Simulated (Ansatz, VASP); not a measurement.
# NiClO: VASP beside Ansatz, part 2 of 2

Aim: how closely do two programs agree when they are given the same cell, functional and k mesh? The cell is taken from a series of runs on this material, whose earlier steps may have relaxed, scaled, displaced or heated it; both programs get it as it stands.

VASP 6.6.1 and Ansatz 0.2.0.

So far: Set-up; Ansatz: single point, PBE, DFT+U, pair 1; VASP: single point, PBE, DFT+U, pair 1.

The structure was built from a prototype and need not be the compound's stable phase.

## (4) Differences

Known differences besides the potentials themselves: VASP starts from the moments at which Ansatz ended; U acts on the PAW sphere in VASP and on atomic orbitals in Ansatz, so only states and trends compare; the data sets hold 62 valence electrons in Ansatz (on its PAW soft_1 files) and 46 in VASP; the cutoff is 420 eV in Ansatz and 520 eV in VASP; site moments are counted in spheres of each program's own size. Total energies have different zeros and are not compared.

Both answers:

```tsv
quantity	Ansatz	VASP	difference
total moment, fixed by the input (μB)	3.11	3.11	0.00
moment on Ni1 (μB)	1.16	1.21	-0.05
moment on Ni2 (μB)	1.16	1.21	-0.05
moment on Cl3 (μB)	0.15	0.15	0.00
moment on Cl4 (μB)	0.15	0.15	0.00
moment on O5 (μB)	0.12	0.12	0.00
moment on O6 (μB)	0.12	0.12	0.00
```

## (5) Ansatz: single point, PBE, DFT+U, pair 2

A single point gives forces, pressure and levels at one fixed geometry, so differences don't come from the geometry; what else differs is listed under the comparison.

The cell is taken from a series of runs on this material, whose earlier steps may have relaxed, scaled, displaced or heated it; both programs get it as it stands.

The input, input.yaml:

```yaml
crystal:
  lattice:
    - [3.03431, 0.0, 0.0]
    - [0.0, 3.677763, 0.0]
    - [0.0, 0.0, 7.564156]
  atoms:
    - { symbol: Ni, position: [0.0, 0.0, 0.10604032], spin: 1.778 }
    - { symbol: Ni, position: [0.5, 0.5, 0.89395968], spin: 1.778 }
    - { symbol: Cl, position: [0.0, 0.5, 0.68142194] }
    - { symbol: Cl, position: [0.5, 0.0, 0.31857806] }
    - { symbol: O, position: [0.5, 0.0, 0.9478179] }
    - { symbol: O, position: [0.0, 0.5, 0.0521821] }
magnetization:
  spin_polarized: true
  initial_magnetization: 3.556
  spin_locking: { lock_magnetization: hard }
kpoints:
  mp_grid: { grid: [13, 11, 5] }
hamiltonian:
  xc: pbe
  hubbard:
    projectors: ortho-atomic
    sites: [{ species: Ni, l: d, u_eff: 3.0 }]
  pseudopotentials: { kind: paw, azcp: { folder: soft_1 } }
scf:
  occupations: { method: fermi_dirac, width: 0.02 }
  max_iter: 120
  convergence: { dr2_threshold: 1.0e-08 }
basis:
  ecutwfc: 420.0
```

Run with:

```
$ ansatz run input.yaml --threads 1 --pin off --max-ram 2560MiB --backend cpu --events-out ev --progress --plain --runs-dir out
```

Numbers of over 12 decimals in the logs are rounded to 6 here.

The log of the run:

```text
[...]
Crystal: 6 atoms, lattice volume = 84.412 Å³
Basis set: ecut = 420 eV, 1627 PW (Γ)
Bands: 40, of which v1, the nominal top of the filled ones, is band 31 counted from 1 (30 counted from 0)
Symmetry: 8 space group operations
[...]
k-points: 126 of 715
[...]
Starting moments: Σ|m| = 3.556 μB on 2 of 6 sites
[...]
Per-site moments (μB) at R_I (Å): [(1.247446, 0.776931), (1.247446, 0.776931), (0.200623, 0.911836), (0.200623, 0.911836), (0.180925, 0.776931), (0.180925, 0.776931)]
Free energy (F): -14968.500583 eV
[...]
Internal energy: -14968.492816 eV  (E = F + TS)
E sigma→0 (E₀):  -14968.496699 eV
Entropy (-TS):   -0.007768 eV (-1.295 meV/atom)
Fermi energy:    6.971919 (↑ 7.535703, ↓ 6.408134) eV
[...]
Occupation matrices written to <dir>
[key lines of the parts left out:]
SCF converged after 17 iterations
Magnetization: 3.5560 μB (32.7780 up, 29.2220 down)
```

## (6) VASP: single point, PBE, DFT+U, pair 2

The same cell, functional, mesh and smearing now go to VASP, with its own data sets.

The input, INCAR:

```
SYSTEM = NiClO
PREC = Accurate
ENCUT = 520
EDIFF = 1E-06
NELM = 200
ISMEAR = -1
SIGMA = 0.02
LREAL = .FALSE.
ALGO = Normal
GGA = PE
NBANDS = 34
ISPIN = 2
MAGMOM = 1.25 1.25 0.2 0.2 0.18 0.18
LDAU = .TRUE.
LDAUTYPE = 2
LDAUL = 2 -1 -1
LDAUU = 3 0 0
LDAUJ = 0 0 0
LDAUPRINT = 1
LASPH = .TRUE.
LMAXMIX = 4
LORBIT = 11
LWAVE = .FALSE.
LCHARG = .FALSE.
ISIF = 2
NUPDOWN = 3.556
GGA_COMPAT = .FALSE.
KPAR = 2
```

The input, POSCAR:

```
NiClO
1.0
    3.0343100000      0.0000000000      0.0000000000
    0.0000000000      3.6777630000      0.0000000000
    0.0000000000      0.0000000000      7.5641560000
Ni Cl O
2 2 2
Direct
    0.0000000000      0.0000000000      0.1060403200
    0.5000000000      0.5000000000      0.8939596800
    0.0000000000      0.5000000000      0.6814219400
    0.5000000000      0.0000000000      0.3185780600
    0.5000000000      0.0000000000      0.9478179000
    0.0000000000      0.5000000000      0.0521821000
```

The input, KPOINTS:

```
Automatic mesh
0
Gamma
13 11 5
0 0 0
```

PAW data sets: Ni, Cl and O (PBE family, release 64).

Run with:

```
$ mpirun -np 2 vasp_std
```

The log of the run:

```text
[... set-up lines as in an earlier step ...]
 entering main loop
       N       E                     dE             d eps       ncg     rms          rms(c)
DAV:   1     0.455845260387E+03    0.45585E+03   -0.20870E+04 17136   0.151E+03
DAV:   2     0.280163161249E+02   -0.42783E+03   -0.39406E+03 18516   0.372E+02
DAV:   3    -0.288557635654E+02   -0.56872E+02   -0.55251E+02 19306   0.152E+02
DAV:   4    -0.305397403239E+02   -0.16840E+01   -0.16738E+01 21382   0.273E+01
[...]
DAV:  16    -0.244323890558E+02   -0.10976E-04   -0.44445E-05 23276   0.883E-02    0.149E-02
DAV:  17    -0.244323933786E+02   -0.43228E-05   -0.11469E-05 20600   0.334E-02    0.682E-03
DAV:  18    -0.244323938056E+02   -0.42704E-06   -0.15236E-06 11836   0.147E-02
   1 F= -.24432394E+02 E0= -.24428555E+02  d E =-.767794E-02  mag=     3.5560
```

From OUTCAR (step 6):

```text
  Total        9.4287026      5.6797266      7.2980877      0.0000000      0.0000000      0.0000000
  in kB      178.9609826    107.8037452    138.5209605      0.0000000      0.0000000      0.0000000
  external PRESSURE =     141.7618961 kB  Pullay stress =       0.0000000 kB

 POSITION                                       TOTAL-FORCE (eV/Angst)
 -----------------------------------------------------------------------------------
      0.00000      0.00000      0.80211         0.000000      0.000000      0.365858
      1.51716      1.83888      6.76205         0.000000      0.000000     -0.365858
      0.00000      1.83888      5.15438         0.000000      0.000000     -1.049261
      1.51716      0.00000      2.40977         0.000000      0.000000      1.049261
      1.51716      0.00000      7.16944         0.000000      0.000000     -0.694165
      0.00000      1.83888      0.39471         0.000000      0.000000      0.694165
 -----------------------------------------------------------------------------------
    total drift:                                0.000000      0.000000      0.000000

  FREE ENERGIE OF THE ION-ELECTRON SYSTEM (eV)
  ---------------------------------------------------
  free  energy   TOTEN  =       -24.4323938056 eV

  energy  without entropy=      -24.4247158621  energy(sigma->0) =      -24.42855483

 magnetization (x)
# of ion       s       p       d       tot
------------------------------------------
    1        0.002   0.012   1.287   1.301
    2        0.002   0.012   1.287   1.301
    3        0.010   0.199   0.000   0.208
    4        0.010   0.199   0.000   0.208
    5        0.022   0.153   0.000   0.175
    6        0.022   0.153   0.000   0.175
--------------------------------------------------
tot          0.066   0.728   2.575   3.369

[... 2 parts as in an earlier step ...]

[... 1 further part left out ...]
[key lines of the parts left out:]
E-fermi :   2.9245
```

The run ends at a pressure of 14.18 GPa, with forces up to 1.0 eV/Å.

## (7) Comparison

What differs besides the data sets and the points named for the pairs above, as far as they apply: the data sets hold 62 valence electrons in Ansatz (on its PAW soft_1 files) and 46 in VASP. Total energies have different zeros and are not compared.

Both answers:

```tsv
quantity	Ansatz	VASP	difference
total moment, fixed by the input (μB)	3.56	3.56	0.00
moment on Ni1 (μB)	1.25	1.30	-0.05
moment on Ni2 (μB)	1.25	1.30	-0.05
moment on Cl3 (μB)	0.20	0.21	-0.01
moment on Cl4 (μB)	0.20	0.21	-0.01
moment on O5 (μB)	0.18	0.17	+0.01
moment on O6 (μB)	0.18	0.17	+0.01
```

## (8) Ansatz: single point, PBE, DFT+U, pair 3

With cell and atoms fixed, the geometry can't cause a difference; cores, projectors, grids and the points listed under the comparison can.

The cell is taken from a series of runs on this material, whose earlier steps may have relaxed, scaled, displaced or heated it; both programs get it as it stands.

input.yaml, the sections that differ from step 5:

```yaml
crystal:
  lattice:
    - [3.03431, 0.0, 0.0]
    - [0.0, 3.677763, 0.0]
    - [0.0, 0.0, 7.564156]
  atoms:
    - { symbol: Ni, position: [0.0, 0.0, 0.10604032], spin: 2.0 }
    - { symbol: Ni, position: [0.5, 0.5, 0.89395968], spin: 2.0 }
    - { symbol: Cl, position: [0.0, 0.5, 0.68142194] }
    - { symbol: Cl, position: [0.5, 0.0, 0.31857806] }
    - { symbol: O, position: [0.5, 0.0, 0.9478179] }
    - { symbol: O, position: [0.0, 0.5, 0.0521821] }
magnetization:
  spin_polarized: true
  initial_magnetization: 4.0
  spin_locking: { lock_magnetization: hard }
# kpoints, hamiltonian, scf, basis: as in step 5
```

Run with:

```
$ ansatz run input.yaml --threads 1 --pin off --max-ram 2560MiB --backend cpu --events-out ev --progress --plain --runs-dir out
```

The log of the run:

```text
[...]
Crystal: 6 atoms, lattice volume = 84.412 Å³
Basis set: ecut = 420 eV, 1627 PW (Γ)
Bands: 40, of which v1, the nominal top of the filled ones, is band 31 counted from 1 (30 counted from 0)
Symmetry: 8 space group operations
[...]
k-points: 126 of 715
[...]
Starting moments: Σ|m| = 4 μB on 2 of 6 sites
[...]
Per-site moments (μB) at R_I (Å): [(1.340848, 0.776931), (1.340848, 0.776931), (0.240410, 0.911836), (0.240410, 0.911836), (0.247270, 0.776931), (0.247270, 0.776931)]
Free energy (F): -14968.248269 eV
[...]
Internal energy: -14968.240944 eV  (E = F + TS)
E sigma→0 (E₀):  -14968.244607 eV
Entropy (-TS):   -0.007325 eV (-1.221 meV/atom)
Fermi energy:    6.987198 (↑ 7.559240, ↓ 6.415156) eV
[...]
Occupation matrices written to <dir>
[key lines of the parts left out:]
SCF converged after 16 iterations
Magnetization: 4.0000 μB (33.0000 up, 29.0000 down)
```

## (9) VASP: single point, PBE, DFT+U, pair 3

The same cell, functional, mesh and smearing now go to VASP, with its own data sets.

Changes to INCAR since step 6:

```diff
@@ -10,5 +10,5 @@
 GGA = PE
-NBANDS = 34
+NBANDS = 35
 ISPIN = 2
-MAGMOM = 1.25 1.25 0.2 0.2 0.18 0.18
+MAGMOM = 1.34 1.34 0.24 0.24 0.25 0.25
 LDAU = .TRUE.
@@ -25,3 +25,3 @@
 ISIF = 2
-NUPDOWN = 3.556
+NUPDOWN = 4
 GGA_COMPAT = .FALSE.
```

POSCAR is that of step 6.

KPOINTS is that of step 6.

Run with:

```
$ mpirun -np 2 vasp_std
```

The log of the run:

```text
[... set-up lines as in an earlier step ...]
 entering main loop
       N       E                     dE             d eps       ncg     rms          rms(c)
DAV:   1     0.458376516265E+03    0.45838E+03   -0.20772E+04 17640   0.147E+03
DAV:   2     0.295861140460E+02   -0.42879E+03   -0.39520E+03 18673   0.366E+02
DAV:   3    -0.287745452233E+02   -0.58361E+02   -0.56629E+02 19811   0.149E+02
DAV:   4    -0.305630929141E+02   -0.17885E+01   -0.17771E+01 22070   0.273E+01
[...]
DAV:  16    -0.242104082470E+02   -0.11897E-04   -0.58619E-05 25175   0.999E-02    0.158E-02
DAV:  17    -0.242104129755E+02   -0.47285E-05   -0.15556E-05 22499   0.279E-02    0.640E-03
DAV:  18    -0.242104136558E+02   -0.68027E-06   -0.17378E-06 14181   0.147E-02
   1 F= -.24210414E+02 E0= -.24206567E+02  d E =-.769258E-02  mag=     4.0000
```

From OUTCAR (step 9):

```text
  Total       10.1584076      6.1011963      7.5571401      0.0000000      0.0000000      0.0000000
  in kB      192.8111096    115.8034276    143.4378912      0.0000000      0.0000000      0.0000000
  external PRESSURE =     150.6841428 kB  Pullay stress =       0.0000000 kB

 POSITION                                       TOTAL-FORCE (eV/Angst)
 -----------------------------------------------------------------------------------
      0.00000      0.00000      0.80211         0.000000      0.000000      0.172398
      1.51716      1.83888      6.76205         0.000000      0.000000     -0.172398
      0.00000      1.83888      5.15438         0.000000      0.000000     -1.157843
      1.51716      0.00000      2.40977         0.000000      0.000000      1.157843
      1.51716      0.00000      7.16944         0.000000      0.000000     -0.700316
      0.00000      1.83888      0.39471         0.000000      0.000000      0.700316
 -----------------------------------------------------------------------------------
    total drift:                                0.000000      0.000000     -0.000000

  FREE ENERGIE OF THE ION-ELECTRON SYSTEM (eV)
  ---------------------------------------------------
  free  energy   TOTEN  =       -24.2104136558 eV

  energy  without entropy=      -24.2027210721  energy(sigma->0) =      -24.20656736

 magnetization (x)
# of ion       s       p       d       tot
------------------------------------------
    1        0.001   0.014   1.386   1.401
    2        0.001   0.014   1.386   1.401
    3        0.011   0.241   0.000   0.252
    4        0.011   0.241   0.000   0.252
    5        0.023   0.215   0.000   0.238
    6        0.023   0.215   0.000   0.238
--------------------------------------------------
tot          0.070   0.939   2.772   3.782

[... 1 part as in an earlier step ...]

[... 2 further parts left out ...]
[key lines of the parts left out:]
E-fermi :   2.9351
```

The run ends at a pressure of 15.07 GPa, with forces up to 1.2 eV/Å.

## (10) Differences

What differs besides the data sets and the points named for the pairs above, as far as they apply: the data sets hold 62 valence electrons in Ansatz (on its PAW soft_1 files) and 46 in VASP. Total energies have different zeros and are not compared.

Both answers:

```tsv
quantity	Ansatz	VASP	difference
total moment, fixed by the input (μB)	4.00	4.00	0.00
moment on Ni1 (μB)	1.34	1.40	-0.06
moment on Ni2 (μB)	1.34	1.40	-0.06
moment on Cl3 (μB)	0.24	0.25	-0.01
moment on Cl4 (μB)	0.24	0.25	-0.01
moment on O5 (μB)	0.25	0.24	+0.01
moment on O6 (μB)	0.25	0.24	+0.01
```

## (11) Results

| Item | Value |
| --- | --- |
| difference in moment on Ni1 (single point, PBE, DFT+U, pair 1) | -0.050 μB |
| difference in moment on Ni1 (single point, PBE, DFT+U, pair 2) | -0.054 μB |
| difference in moment on Ni1 (single point, PBE, DFT+U, pair 3) | -0.060 μB |

What this shows: The difference in moment on Ni1 is -0.050 μB (single point, PBE, DFT+U, pair 1). The data sets hold unlike numbers of valence electrons (62 in Ansatz and 46 in VASP), so part of the differences comes from the potentials. 1 further run of this series is not shown here. How closely two codes agree says nothing of how well the functional describes the real material.

[Lines on the potential files, build, host, timing and source positions are cut from VASP's logs without a mark.]

[Logs are printed without paths, hosts, clocks, repeated set-up lines and the standing remarks that a program may print on its own settings, such as how far it seeks lower states.]

[Hosts, paths, dates, database ids (printed as entryN), source tags and the programs' standing remarks are cut or masked in the printed files.]
